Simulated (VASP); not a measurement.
Na2Pd3: single point with PBE

Na2Pd3:

```
Na Pd
1.0
     4.64183    0.00000    0.00000
     0.00000    4.64183    0.00000
     0.00000    0.00000    4.64183
Na Pd
2 3
Direct
  0.50000 0.50000 0.50000
  0.00000 0.00000 0.00000
  0.50000 0.00000 0.00000
  0.00000 0.50000 0.00000
  0.00000 0.00000 0.50000
```

The cell was built by a generator and needn't be a form met in nature.

The cell isn't the ideal one: random cell by space group and Wyckoff sites (Pm-3m, No. 221).

- Program: VASP 6.6.1
- Task: single point
- Functional: PBE
- Potentials or basis: VASP PAW PBE potentials, release 64 (Na_pv, Pd)
- Cutoff: 520 eV
- k mesh: 4 × 4 × 4
- Occupations: gaussian, width 0.1 eV
- Spin: no spin polarisation
- Dipole correction: no
- Further INCAR settings: ALGO = Fast; EDIFF = 1e-06; NBANDS = 30

```yaml
Pressure: 5.6 GPa
Band_gap_on_the_k_mesh: none (metal or under the smearing width)
```

Levels at points of the mesh, in eV from the Fermi level:
```csv
k point,band 19,band 20,band 21,band 22,band 23,band 24,band 25,band 26
"(0.00, 0.00, 0.00)",-0.06,-0.06,-0.06,0.03,3.11,3.11,3.11,5.06
"(0.50, 0.00, 0.00)",-0.77,-0.69,-0.69,-0.44,-0.06,5.22,5.22,5.65
"(0.50, 0.50, 0.00)",-0.77,-0.76,-0.45,-0.05,1.31,1.31,1.53,7.33
"(0.50, 0.50, 0.50)",-0.09,-0.09,-0.09,1.82,1.82,1.82,1.89,3.13
```

It took 13 s on 1 thread of Intel(R) Xeon(R) 6975P-C (Granite Rapids), on a shared host, peak memory 0.2 GiB.
